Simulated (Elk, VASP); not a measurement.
The input files of a VASP run:

INCAR:
```
ALGO = Normal
EDIFF = 1E-6
ENCUT = 400
GGA = PE
ISIF = 2
ISMEAR = -1
LASPH = .True.
LCHARG = .False.
LMAXMIX = 4
LREAL = .False.
LWAVE = .False.
NELM = 100
PREC = Accurate
SIGMA = 0.01
SYSTEM = KZnF3
```

### KPOINTS
```
Regular mesh
0
Gamma
4 4 4
```

**POSCAR**
```
KZnF3
1
    3.9138310000     0.0000000000     0.0000000000
    0.0000000000     3.9138310000     0.0000000000
    0.0000000000     0.0000000000     3.9138310000
K Zn F
1 1 3
Direct
  0.0000000000   0.0000000000   0.0000000000
  0.5000000000   0.5000000000   0.5000000000
  0.5000000000   0.0000000000   0.5000000000
  0.0000000000   0.5000000000   0.5000000000
  0.5000000000   0.5000000000   0.0000000000
```

POTCAR, in this order: K_sv Zn F (PBE.64 set). Program: vasp_std.

Write an input for Elk that does the same calculation.

One input that does it (PBE, all-electron FP-LAPW, Elk's shipped species files, APW+lo basis with extra local orbitals):
```
tasks
  0

xctype
  20

rgkmax
  8.0

gmaxvr
  16.0

nxlo
  2

lorbcnd
  .true.

lmaxi
  2

swidth
  0.000367493

maxscl
  100

avec
    7.3960686881    0.0000000000    0.0000000000
    0.0000000000    7.3960686881    0.0000000000
    0.0000000000    0.0000000000    7.3960686881

sppath
  'species/'

atoms
  3
  'K.in'
  1
  0.0000000000  0.0000000000  0.0000000000    0.0 0.0 0.0
  'Zn.in'
  1
  0.5000000000  0.5000000000  0.5000000000    0.0 0.0 0.0
  'F.in'
  3
  0.5000000000  0.0000000000  0.5000000000    0.0 0.0 0.0
  0.0000000000  0.5000000000  0.5000000000    0.0 0.0 0.0
  0.5000000000  0.5000000000  0.0000000000    0.0 0.0 0.0

ngridk
  4 4 4
```
The two runs describe the same crystal, functional and task. Each code takes its own potentials, basis and convergence tests.

VASP also gives the stress here, which the Elk input doesn't ask for.

The structure is a typed KZnF3 crystal (Pm-3m). The cell was not relaxed at this level, and its volume differs by -5.9 % from the start's.
